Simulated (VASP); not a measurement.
All values below come from PBEsol GGA, VASP's PBE PAW potentials (set 64) (plane waves; VASP).

A VASP calculation is set up with these files.

File KPOINTS:
```
Automatic mesh
0
Gamma
9 9 8
0 0 0
```

### INCAR
```
! general
SYSTEM  = TaN
PREC    = Accurate
ENCUT   = 400   ! plane-wave cut-off (eV)
LREAL   = F
LASPH   = T   ! aspherical one-centre terms

! electronic loop
EDIFF   = 1E-6
NELM    = 100   ! most electronic steps
ALGO    = Normal   ! blocked Davidson
LMAXMIX = 6   ! l cut-off of mixed one-centre charges

! smearing
ISMEAR  = -1   ! Fermi-Dirac
SIGMA   = 0.1   ! width (eV)

! functional
GGA     = PS   ! PBEsol

! ions
ISIF    = 2

! output
LWAVE   = F
LCHARG  = F
```

**POSCAR**
```
TaN
1.0
  2.9399400000   0.0000000000   0.0000000000
 -1.4699700000   2.5460630000   0.0000000000
  0.0000000000   0.0000000000   2.8901800000
Ta N
1 1
Direct
  0.0000000000   0.0000000000   0.5000000000
  0.6666670000   0.3333330000   0.0000000000
```

POTCAR, in this order: Ta_pv N (PBE.64 set). Program: vasp_std.

At this cut-off the stress carries a Pulay error, which pulls relaxed volumes low. Unless said otherwise, spin-orbit coupling is left out, though it shifts the bands of the heavy elements here.

Problem. Predict the energy per atom (σ→0), pressure, band gap (on the k-mesh).

Solution. 
The energy per atom (σ→0) is -11.902 eV/atom and the band gap (on the k-mesh) is none (metal, semimetal or under 0.01 eV). The pressure is -8.68 GPa.

### OSZICAR
```
...
DAV:   6    -0.239491532744E+02    0.21761E+01   -0.76905E+00  1684   0.273E+01    0.104E+01
DAV:   7    -0.238408488700E+02    0.10830E+00   -0.41762E-01  1644   0.607E+00    0.683E+00
DAV:   8    -0.238099217046E+02    0.30927E-01   -0.13798E-01  1608   0.363E+00    0.946E-01
DAV:   9    -0.238062297107E+02    0.36920E-02   -0.14203E-02  1592   0.989E-01    0.271E-01
DAV:  10    -0.238060805193E+02    0.14919E-03   -0.86676E-04  1732   0.358E-01    0.546E-02
DAV:  11    -0.238060527753E+02    0.27744E-04   -0.80920E-05  1656   0.935E-02    0.154E-02
DAV:  12    -0.238060524758E+02    0.29946E-06   -0.34282E-06  1496   0.200E-02
   1 F= -.23806052E+02 E0= -.23804561E+02  d E =-.298390E-02
```

The structure comes from a computed database's TaN entry (P-6m2); how it stands against other phases isn't given here. The cell was not relaxed at this level.
